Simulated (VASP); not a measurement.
# What goes wrong when Al is relaxed with a bad input, part 2 of 2

Some relaxations of Al get a fault in the input on purpose. Which of them show, and how? The starting structure is a measured crystal structure from the Crystallography Open Database.

VASP 6.6.1.

Results so far: reference 16.25 Å³ an atom; a k mesh far too coarse 15.49 Å³ an atom.

## (5) Relaxation with the cell held fixed (ISIF = 2) (continued)

Level of this step: PBEsol; plane waves and PAW (Al) (VASP).

OUTCAR, selected parts (step 5):

```text
  Total       -0.1832060     -0.1832060     -0.1832060      0.0000000      0.0000000      0.0000000
  in kB      -17.6763894    -17.6763894    -17.6763894      0.0000000      0.0000000      0.0000000
  external PRESSURE =     -17.6763894 kB  Pullay stress =       0.0000000 kB

 POSITION                                       TOTAL-FORCE (eV/Angst)
 -----------------------------------------------------------------------------------
      0.00000      0.00000      0.00000         0.000000      0.000000     -0.000000
 -----------------------------------------------------------------------------------
    total drift:                                0.000000      0.000000     -0.000000

  FREE ENERGIE OF THE ION-ELECTRON SYSTEM (eV)
  ---------------------------------------------------
  free  energy   TOTEN  =        -4.0971928659 eV

  energy  without entropy=       -4.0979338083  energy(sigma->0) =       -4.09743985

[... 2 parts as in an earlier step ...]

[... 2 further parts left out ...]
[key lines of the parts left out:]
E-fermi :   7.7420
```

With the cell held fixed (ISIF = 2) the cell ends at 16.606 Å³ an atom, +2.20 % from the reference.

## (6) Relaxation with a cutoff far too low

A slip made on purpose: a cutoff far too low. Against step 2 the input has PREC = Normal and ENCUT = 130 (also changed: NELM).

The input, INCAR:

```
SYSTEM = Al
PREC = Normal
ENCUT = 130
EDIFF = 1E-06
NELM = 60
ISMEAR = 1
SIGMA = 0.1
LREAL = .FALSE.
ALGO = Normal
GGA = PS
LORBIT = 11
LWAVE = .FALSE.
LCHARG = .FALSE.
KPAR = 2
IBRION = 2
NSW = 50
ISIF = 3
EDIFFG = -0.01
```

The input, POSCAR:

```
Al
1.0
    0.0000000000      2.0249250000      2.0249250000
    2.0249250000      0.0000000000      2.0249250000
    2.0249250000      2.0249250000      0.0000000000
Al
1
Direct
    0.0000000000      0.0000000000      0.0000000000
```

The input, KPOINTS:

```
Automatic mesh
0
Gamma
12 12 12
0 0 0
```

Potentials, in the order of the species: Al (PBE family, release 64).

Launch:

```bash
> mpirun -np 2 vasp_std
```

What it wrote:

```text
[... set-up lines as in an earlier step ...]
 entering main loop
       N       E                     dE             d eps       ncg     rms          rms(c)
DAV:   1    -0.380474286546E+01   -0.38047E+01   -0.50079E+02   845   0.123E+02
DAV:   2    -0.409501956436E+01   -0.29028E+00   -0.27159E+00   990   0.103E+01
DAV:   3    -0.409551541009E+01   -0.49585E-03   -0.49589E-03   840   0.420E-01
DAV:   4    -0.409551553847E+01   -0.12838E-06   -0.12769E-06  1020   0.639E-03
DAV:   5    -0.409551553768E+01    0.79217E-09   -0.27059E-10   780   0.509E-05    0.130E+00
DAV:   6    -0.407879170207E+01    0.16724E-01   -0.20849E-03   850   0.260E-01    0.748E-01
DAV:   7    -0.406706586461E+01    0.11726E-01   -0.61586E-03   840   0.446E-01    0.144E-01
DAV:   8    -0.406705589739E+01    0.99672E-05   -0.67995E-06   885   0.204E-02    0.587E-03
DAV:   9    -0.406705525264E+01    0.64475E-06   -0.38490E-07   670   0.355E-03
   1 F= -.40670553E+01 E0= -.40673206E+01  d E =-.406706E+01
[...]
N       E                     dE             d eps       ncg     rms          rms(c)
DAV:   1    -0.406944629116E+01   -0.23904E-02   -0.37762E-02   870   0.109E+00    0.202E-01
DAV:   2    -0.406923984208E+01    0.20645E-03   -0.10411E-04   780   0.724E-02    0.102E-01
DAV:   3    -0.406910738172E+01    0.13246E-03   -0.54166E-05   830   0.413E-02    0.113E-02
DAV:   4    -0.406910638482E+01    0.99690E-06   -0.74220E-07   660   0.517E-03
   2 F= -.40691064E+01 E0= -.40693913E+01  d E =-.205113E-02
 trial-energy change:   -0.002051  1 .order   -0.001996   -0.005459    0.001467
 step:   0.7960(harm=  0.7882)  dis= 0.00000  next Energy=    -4.069256 (dE=-0.220E-02)
[...]
N       E                     dE             d eps       ncg     rms          rms(c)
DAV:   1    -0.406927342035E+01   -0.16604E-03   -0.15506E-03   875   0.221E-01    0.416E-02
DAV:   2    -0.406926402017E+01    0.94002E-05   -0.44143E-06   770   0.149E-02    0.210E-02
DAV:   3    -0.406925689827E+01    0.71219E-05   -0.22062E-06   835   0.831E-03    0.219E-03
DAV:   4    -0.406925668927E+01    0.20900E-06   -0.31461E-08   375   0.107E-03
   3 F= -.40692567E+01 E0= -.40695473E+01  d E =-.220144E-02
[...]
reached required accuracy - stopping structural energy minimisation
```

It took 1 s on 2 MPI ranks of Intel Xeon 6975P-C (Granite Rapids), shared host; peak memory 0.16 GiB.

From OUTCAR (step 6):

```text
  Total        0.0010152      0.0010152      0.0010152     -0.0000000     -0.0000000      0.0000000
  in kB        0.1001747      0.1001747      0.1001747     -0.0000000     -0.0000000      0.0000000
  external PRESSURE =       0.1001747 kB  Pullay stress =       0.0000000 kB

 POSITION                                       TOTAL-FORCE (eV/Angst)
 -----------------------------------------------------------------------------------
      0.00000      0.00000      0.00000         0.000000     -0.000000     -0.000000
 -----------------------------------------------------------------------------------
    total drift:                                0.000000     -0.000000      0.000000

  FREE ENERGIE OF THE ION-ELECTRON SYSTEM (eV)
  ---------------------------------------------------
  free  energy   TOTEN  =        -4.0692566893 eV

  energy  without entropy=       -4.0701286237  energy(sigma->0) =       -4.06954733

[... 2 parts as in an earlier step ...]

[... 2 further parts left out ...]
[key lines of the parts left out:]
E-fermi :   8.0204
```

With a cutoff far too low the cell ends at 16.237 Å³ an atom, -0.07 % from the reference; the bulk modulus is 86.0 GPa against 84.8 GPa.

## (7) All runs side by side

| run | ended | volume (Å³/atom) | change (%) | bulk modulus (GPa) | pressure left (GPa) | core minutes |
| --- | --- | --- | --- | --- | --- | --- |
| reference | converged | 16.248 | - | 84.8 | 0.0 | 0.0733 |
| a k mesh far too coarse | converged | 15.49 | -4.67 | 119.9 | -0.02 | 0.0333 |
| too few ionic steps | not converged | - | - | - | - | 0.0667 |
| the cell held fixed (ISIF = 2) | converged | 16.606 | 2.2 | - | -1.77 | 0.0467 |
| a cutoff far too low | converged | 16.237 | -0.07 | 86.0 | 0.01 | 0.0333 |

Core minutes are wall time times ranks, summed over the relaxations behind a row (those for a bulk modulus apart), on shared hosts.

## (8) Summary of results

| Item | Value |
| --- | --- |
| volume of the reference | 16.25 Å³/atom |
| volume against the reference, a k mesh far too coarse | -4.67 % |
| volume against the reference, the cell held fixed (ISIF = 2) | +2.20 % |
| volume against the reference, a cutoff far too low | -0.07 % |
| run with too few ionic steps | not converged |

What this shows: The run with too few ionic steps didn't converge. Finished, but with signs in the output that stand out against the reference: a k mesh far too coarse, with the volume changed by -4.7 % (signs: -7.3 GPa at the first ionic step (reference: -1.8 GPa)); the cell held fixed (ISIF = 2), with the volume kept at the input's, +2.2 % from the reference (signs: a stress of up to 1.8 GPa). Little came of a cutoff far too low in this material. Further runs on this material are not shown.

[Lines on the potential files, build, host, timing and source positions are cut from VASP's logs without a mark.]

[Logs are printed without paths, hosts, clocks, repeated set-up lines and the standing remarks that a program may print on its own settings, such as how far it seeks lower states.]

[Hosts, paths, dates, database ids (printed as entryN), source tags and the programs' standing remarks are cut or masked in the printed files.]
